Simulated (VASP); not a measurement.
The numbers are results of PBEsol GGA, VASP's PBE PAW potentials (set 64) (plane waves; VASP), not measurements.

VASP input:

INCAR:
```
# general
SYSTEM =Ge3PbSe4
PREC   =Accurate
ENCUT  =400
LREAL  =F
LASPH  =T

# electronic loop
EDIFF  =1E-6
NELM   =100
ALGO   =Normal
LMAXMIX=4

# smearing
ISMEAR =0
SIGMA  =0.05

# functional
GGA    =PS

# ions
IBRION =2
NSW    =60
ISIF   =3
EDIFFG =-0.02

# output
LWAVE  =F
LCHARG =F
```

KPOINTS:
```
K-points
0
G
 5 5 2
```

**POSCAR**
```
Ge3PbSe4
1.0
  4.2499832303   0.0000000000  -0.0182405956
  0.0000000000   3.9706099788   0.0000000000
 -0.0556212815   0.0000000000  11.1033216950
Ge Pb Se
3 1 4
Cart
  0.4740476066   0.0000000000   9.8306717019
  2.5482309643   1.9853049894   7.0397993351
  3.7524887384   1.9853049894   1.2459790666
  1.7972471929   0.0000000000   4.3493473348
  2.0613900937   0.0000000000   1.4030706863
  4.2125616484   0.0000000000   7.1797640187
  2.1322662801   1.9853049894   9.5120479613
  4.0492040632   1.9853049894   3.7602933663
```

POTCAR, in this order: Ge_d Pb_d Se (PBE.64 set). Program: vasp_std.

Output

OSZICAR:
```
...
DAV:   3    -0.246530124078E+02   -0.15842E+03   -0.15202E+03  2080   0.229E+02
DAV:   4    -0.365512404663E+02   -0.11898E+02   -0.11721E+02  2080   0.699E+01
DAV:   5    -0.369625024893E+02   -0.41126E+00   -0.41036E+00  2152   0.136E+01    0.650E+00
DAV:   6    -0.364585596581E+02    0.50394E+00   -0.94166E-01  2464   0.705E+00    0.395E+00
DAV:   7    -0.364349617775E+02    0.23598E-01   -0.50056E-01  2424   0.351E+00    0.117E+00
DAV:   8    -0.364272118795E+02    0.77499E-02   -0.77733E-02  2296   0.209E+00    0.295E-01
DAV:   9    -0.364269247496E+02    0.28713E-03   -0.87873E-03  2256   0.704E-01    0.856E-02
DAV:  10    -0.364269378938E+02   -0.13144E-04   -0.72985E-04  2432   0.204E-01    0.428E-02
DAV:  11    -0.364269498203E+02   -0.11927E-04   -0.15418E-04  2448   0.816E-02    0.152E-02
DAV:  12    -0.364269467140E+02    0.31064E-05   -0.17860E-05  2296   0.335E-02    0.583E-03
DAV:  13    -0.364269470464E+02   -0.33239E-06   -0.32633E-06  1672   0.948E-03
   1 F= -.36426947E+02 E0= -.36426947E+02  d E =-.364269E+02
       N       E                     dE             d eps       ncg     rms          rms(c)
DAV:   1    -0.364357399093E+02   -0.87932E-02   -0.30348E-01  2256   0.341E+00    0.499E-01
DAV:   2    -0.364313072953E+02    0.44326E-02   -0.15059E-02  2264   0.123E+00    0.289E-01
DAV:   3    -0.364287403161E+02    0.25670E-02   -0.44210E-03  2360   0.711E-01    0.712E-02
DAV:   4    -0.364287521834E+02   -0.11867E-04   -0.15147E-03  2136   0.290E-01    0.276E-02
DAV:   5    -0.364287497278E+02    0.24556E-05   -0.13310E-04  2176   0.118E-01    0.128E-02
DAV:   6    -0.364287497031E+02    0.24722E-07   -0.10415E-05  2096   0.287E-02    0.538E-03
DAV:   7    -0.364287495827E+02    0.12036E-06   -0.15657E-06  1352   0.109E-02
   2 F= -.36428750E+02 E0= -.36428750E+02  d E =-.180254E-02
       N       E                     dE             d eps       ncg     rms          rms(c)
DAV:   1    -0.364306784343E+02   -0.19287E-02   -0.75514E-02  2152   0.169E+00    0.249E-01
DAV:   2    -0.364295947662E+02    0.10837E-02   -0.39511E-03  2312   0.659E-01    0.144E-01
DAV:   3    -0.364289566019E+02    0.63816E-03   -0.11469E-03  2344   0.355E-01    0.358E-02
DAV:   4    -0.364289581073E+02   -0.15054E-05   -0.38400E-04  2088   0.142E-01    0.137E-02
DAV:   5    -0.364289572041E+02    0.90325E-06   -0.32428E-05  2176   0.504E-02    0.628E-03
DAV:   6    -0.364289570244E+02    0.17966E-06   -0.14576E-06  1288   0.126E-02
   3 F= -.36428957E+02 E0= -.36428957E+02  d E =-.200998E-02
       N       E                     dE             d eps       ncg     rms          rms(c)
DAV:   1    -0.364307759567E+02   -0.18188E-02   -0.18502E-01  2000   0.223E+00    0.251E-01
DAV:   2    -0.364303881207E+02    0.38784E-03   -0.69219E-03  2384   0.728E-01    0.151E-01
DAV:   3    -0.364298621451E+02    0.52598E-03   -0.54330E-04  2872   0.248E-01    0.456E-02
DAV:   4    -0.364298472777E+02    0.14867E-04   -0.30149E-04  2408   0.116E-01    0.111E-02
DAV:   5    -0.364298479739E+02   -0.69619E-06   -0.26963E-05  2008   0.466E-02    0.692E-03
DAV:   6    -0.364298475739E+02    0.40000E-06   -0.19986E-06  1328   0.904E-03
   4 F= -.36429848E+02 E0= -.36429848E+02  d E =-.890549E-03
       N       E                     dE             d eps       ncg     rms          rms(c)
DAV:   1    -0.364325406260E+02   -0.26927E-02   -0.38789E-01  2016   0.323E+00    0.364E-01
DAV:   2    -0.364317274012E+02    0.81322E-03   -0.14515E-02  2384   0.104E+00    0.218E-01
DAV:   3    -0.364306287153E+02    0.10987E-02   -0.11527E-03  2840   0.349E-01    0.665E-02
DAV:   4    -0.364305940638E+02    0.34651E-04   -0.61092E-04  2352   0.169E-01    0.161E-02
DAV:   5    -0.364305960246E+02   -0.19608E-05   -0.58423E-05  2024   0.679E-02    0.100E-02
DAV:   6    -0.364305954385E+02    0.58612E-06   -0.48621E-06  1864   0.157E-02
   5 F= -.36430595E+02 E0= -.36430595E+02  d E =-.163841E-02
       N       E                     dE             d eps       ncg     rms          rms(c)
DAV:   1    -0.364379279395E+02   -0.73319E-02   -0.15558E+00  2016   0.648E+00    0.728E-01
DAV:   2    -0.364346738239E+02    0.32541E-02   -0.58233E-02  2320   0.198E+00    0.436E-01
DAV:   3    -0.364303016319E+02    0.43722E-02   -0.46560E-03  2728   0.646E-01    0.134E-01
DAV:   4    -0.364301576822E+02    0.14395E-03   -0.24558E-03  2336   0.335E-01    0.323E-02
DAV:   5    -0.364301665039E+02   -0.88217E-05   -0.23620E-04  2000   0.137E-01    0.201E-02
DAV:   6    -0.364301650309E+02    0.14730E-05   -0.19187E-05  2248   0.233E-02    0.513E-03
DAV:   7    -0.364301649385E+02    0.92436E-07   -0.15309E-06  1392   0.891E-03
   6 F= -.36430165E+02 E0= -.36430165E+02  d E =-.120791E-02
       N       E                     dE             d eps       ncg     rms          rms(c)
DAV:   1    -0.364341628018E+02   -0.39978E-02   -0.68709E-01  2000   0.427E+00    0.484E-01
DAV:   2    -0.364327439332E+02    0.14189E-02   -0.25923E-02  2400   0.138E+00    0.292E-01
DAV:   3    -0.364307724252E+02    0.19715E-02   -0.20841E-03  2600   0.535E-01    0.879E-02
DAV:   4    -0.364307364542E+02    0.35971E-04   -0.13215E-03  2336   0.261E-01    0.223E-02
DAV:   5    -0.364307419729E+02   -0.55187E-05   -0.12159E-04  2032   0.100E-01    0.142E-02
DAV:   6    -0.364307417660E+02    0.20686E-06   -0.92188E-06  2088   0.219E-02
   7 F= -.36430742E+02 E0= -.36430742E+02  d E =-.178474E-02
       N       E                     dE             d eps       ncg     rms          rms(c)
DAV:   1    -0.364357682223E+02   -0.50262E-02   -0.41250E-01  2472   0.447E+00    0.417E-01
DAV:   2    -0.364324099485E+02    0.33583E-02   -0.10837E-02  2232   0.108E+00    0.210E-01
DAV:   3    -0.364312279883E+02    0.11820E-02   -0.32555E-03  2256   0.548E-01    0.498E-02
DAV:   4    -0.364311825485E+02    0.45440E-04   -0.37823E-04  2032   0.186E-01    0.238E-02
DAV:   5    -0.364311709020E+02    0.11647E-04   -0.34132E-05  2904   0.408E-02    0.819E-03
DAV:   6    -0.364311706700E+02    0.23195E-06   -0.35490E-06  1752   0.199E-02
   8 F= -.36431171E+02 E0= -.36431171E+02  d E =-.428904E-03
       N       E                     dE             d eps       ncg     rms          rms(c)
DAV:   1    -0.364311707202E+02    0.18180E-06   -0.71299E-06  1824   0.187E-02    0.159E-03
DAV:   2    -0.364311706881E+02    0.32109E-07   -0.44551E-07  1176   0.745E-03
   9 F= -.36431171E+02 E0= -.36431171E+02  d E =-.428922E-03
       N       E                     dE             d eps       ncg     rms          rms(c)
DAV:   1    -0.364319794315E+02   -0.80871E-03   -0.29260E-01  2240   0.275E+00    0.165E-01
DAV:   2    -0.364319222228E+02    0.57209E-04   -0.58556E-03  2456   0.614E-01    0.994E-02
DAV:   3    -0.364316485079E+02    0.27371E-03   -0.60434E-04  2336   0.292E-01    0.252E-02
DAV:   4    -0.364316545973E+02   -0.60894E-05   -0.18459E-04  2008   0.125E-01    0.997E-03
DAV:   5    -0.364316548253E+02   -0.22797E-06   -0.15612E-05  2056   0.376E-02    0.471E-03
DAV:   6    -0.364316550402E+02   -0.21487E-06   -0.13817E-06  1376   0.127E-02
  10 F= -.36431655E+02 E0= -.36431655E+02  d E =-.484352E-03
       N       E                     dE             d eps       ncg     rms          rms(c)
DAV:   1    -0.364325344354E+02   -0.87961E-03   -0.49468E-01  2224   0.358E+00    0.215E-01
DAV:   2    -0.364324649370E+02    0.69498E-04   -0.10102E-02  2416   0.795E-01    0.130E-01
DAV:   3    -0.364320020078E+02    0.46293E-03   -0.10690E-03  2304   0.391E-01    0.327E-02
DAV:   4    -0.364320141651E+02   -0.12157E-04   -0.33376E-04  2008   0.166E-01    0.133E-02
DAV:   5    -0.364320144098E+02   -0.24476E-06   -0.28602E-05  2144   0.513E-02    0.636E-03
DAV:   6    -0.364320147367E+02   -0.32689E-06   -0.27067E-06  1440   0.179E-02
  11 F= -.36432015E+02 E0= -.36432015E+02  d E =-.844049E-03
```

OUTCAR:
```
------------------------ aborting loop because EDIFF is reached ----------------------------------------
  FORCE on cell =-STRESS in cart. coord.  units (eV):
  Direction    XX          YY          ZZ          XY          YZ          ZX
  --------------------------------------------------------------------------------------
  Total        0.0012845      0.0310374     -0.0377071      0.0000000      0.0000000      0.0468426
  in kB        0.0109402      0.2643514     -0.3211579      0.0000000      0.0000000      0.3989669
  external PRESSURE =      -0.0152888 kB  Pullay stress =       0.0000000 kB
  volume of cell :      188.11
      direct lattice vectors                 reciprocal lattice vectors
     4.299247466  0.000000000 -0.018280238     0.232603888  0.000000000  0.001185858
     0.000000000  3.953746766  0.000000000     0.000000000  0.252924646  0.000000000
    -0.056420738  0.000000000 11.066822821     0.000384216  0.000000000  0.090362130
 POSITION                                       TOTAL-FORCE (eV/Angst)
 -----------------------------------------------------------------------------------
      0.49513      0.00000      9.82025         0.012191      0.000000      0.014758
      2.59527      1.97687      7.00814        -0.006021      0.000000     -0.011284
      3.77621      1.97687      1.23503        -0.004251      0.000000     -0.002796
      1.81652      0.00000      4.34034        -0.011053      0.000000      0.009452
      2.08533      0.00000      1.38715         0.000147      0.000000      0.005120
      4.25436      0.00000      7.17399         0.018316      0.000000      0.006781
      2.15093      1.97687      9.46600        -0.003126      0.000000     -0.008041
      4.09681      1.97687      3.74387        -0.006202      0.000000     -0.013989
 -----------------------------------------------------------------------------------
    total drift:                                0.003854     -0.000000      0.003196
  FREE ENERGIE OF THE ION-ELECTRON SYSTEM (eV)
  ---------------------------------------------------
  free  energy   TOTEN  =       -36.4320147367 eV

  energy  without entropy=      -36.4320147367  energy(sigma->0) =      -36.43201474

 reached required accuracy - stopping structural energy minimisation
```
(Selected blocks of OUTCAR.)

### CONTCAR
```
Ge3PbSe4
   1.00000000000000
     4.2992474658510380    0.0000000000000000   -0.0182802384791194
     0.0000000000000000    3.9537467662434600    0.0000000000000000
    -0.0564207376157782    0.0000000000000000   11.0668228214023348
  Ge              Pb              Se
     3     1     4
Direct
     0.1268152218050226    0.0000000000000000    0.8875693085824715
     0.6119800452907699    0.5000000000000000    0.6342677947510061
     0.8798256527722216    0.5000000000000000    0.1130506306670636
     0.4276766531476320    0.0000000000000000    0.3929007069388587
     0.4867002679225271    0.0000000000000000    0.1261469786715692
     0.9980873986262765    0.0000000000000000    0.6498915659031409
     0.5115405909570073    0.5000000000000000    0.8561946463701556
     0.9573741694785568    0.5000000000000000    0.3398783682157326
```

Without a dispersion term in the relaxation, distances and binding between the weakly bound layers, chains or molecules are unreliable, and so is what depends on them.

The structure comes from a computed database's Ge3PbSe4 entry (Pm); how it stands against other phases isn't given here. This run relaxes it. Symmetry was kept, so distortions that lower it aren't found. The start is the result of an earlier pass.
